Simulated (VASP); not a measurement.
Data:

```xyz
2
Lattice="1.3267 -2.2979 0.0000 1.3267 2.2979 0.0000 0.0000 0.0000 4.2439" Properties=species:S:1:pos:R:3 pbc="T T T"
Tc     1.3267     0.7660     1.0610
Tc     1.3267    -0.7660     3.1829
```

All values below come from PBEsol GGA, VASP's PBE PAW potentials (set 64) (plane waves; VASP). Settings: 500 eV cut-off, 16×16×9 Γ-centred mesh, first-order Methfessel-Paxton smearing of 0.10 eV, potentials Tc_pv.

**Question.** What does the run give for the energy per atom (σ→0), pressure, band gap (on the k-mesh) with the smallest direct gap where there is one?

**Answer.** 
The band gap (on the k-mesh) is none (metal, semimetal or under 0.01 eV) and the energy per atom (σ→0) is -11.170 eV/atom. The pressure is 29.93 GPa.

The compound is Tc in the hcp structure. It was relaxed first under an external pressure of 30 GPa.
